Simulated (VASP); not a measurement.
An input for Quantum ESPRESSO's pw.x (written as the equivalent of a VASP run, and not itself run):

```
&CONTROL
  calculation = 'vc-relax'
  pseudo_dir = './pseudo'
  outdir = './out'
  tprnfor = .true.
  tstress = .true.
  nstep = 60
  forc_conv_thr = 0.00078
/
&SYSTEM
  ibrav = 0
  nat = 6
  ntyp = 2
  ecutwfc = 80
  occupations = 'smearing'
  smearing = 'gaussian'
  degauss = 0.003675
  input_dft = 'rpbe'
/
&ELECTRONS
  conv_thr = 7.3e-08
  electron_maxstep = 100
/
&IONS
/
&CELL
/
ATOMIC_SPECIES
  Mo 95.950 Mo.upf
  S 32.060 S.upf
CELL_PARAMETERS angstrom
     1.6043963   -2.7788956    0.0000000
     1.6043963    2.7788956   -0.0000000
    -0.0000000    0.0000000   16.1348821
ATOMIC_POSITIONS crystal
  Mo   0.3333330  0.6666670  0.2500000
  Mo   0.6666670  0.3333330  0.7500000
  S    0.3333330  0.6666670  0.8468495
  S    0.6666670  0.3333330  0.3468495
  S    0.6666670  0.3333330  0.1531505
  S    0.3333330  0.6666670  0.6531505
K_POINTS automatic
  7 7 2 0 0 0
```

Write the VASP files for the same calculation (RPBE).

One answer among several that fit: 
### INCAR
```
! general
SYSTEM  = MoS2
PREC    = Accurate
ENCUT   = 520   ! plane-wave cut-off (eV)
LREAL   = .FALSE.   ! projection in real space or not
LASPH   = .TRUE.   ! aspherical one-centre terms

! electronic loop
EDIFF   = 1E-6
NELM    = 100
ALGO    = Normal   ! blocked Davidson
LMAXMIX = 4

! smearing
ISMEAR  = 0   ! Gaussian
SIGMA   = 0.05   ! width (eV)

! functional
GGA     = RP

! ions
IBRION  = 2
NSW     = 60   ! most ionic steps
ISIF    = 3   ! ions, shape and volume
EDIFFG  = -0.02

! output
LWAVE   = .FALSE.
LCHARG  = .FALSE.
```

### POSCAR
```
MoS2
1
    1.6043962860    -2.7788955961     0.0000000000
    1.6043962860     2.7788955961    -0.0000000000
   -0.0000000000     0.0000000000    16.1348821200
Mo S
2 4
Direct
  0.3333330000   0.6666670000   0.2500000000
  0.6666670000   0.3333330000   0.7500000000
  0.3333330000   0.6666670000   0.8468495275
  0.6666670000   0.3333330000   0.3468495275
  0.6666670000   0.3333330000   0.1531504725
  0.3333330000   0.6666670000   0.6531504725
```

### KPOINTS
```
Automatic mesh
0
Gamma
7 7 2
0 0 0
```

POTCAR, in this order: Mo_sv S (PBE.64 set). Program: vasp_std.

What does not carry over: the potentials are each code's own (VASP's PAW set, PseudoDojo norm-conserving files in pw.x), so ENCUT and ecutwfc are chosen apart and not converted; conv_thr bounds pw.x's estimated SCF error, while EDIFF bounds the energy change between steps; forc_conv_thr acts on force components and is met together with etot_conv_thr.

The compound is MoS2 in the 2H layered structure. It was relaxed first, which changed the volume by +35 %. The start is the result of an earlier pass.
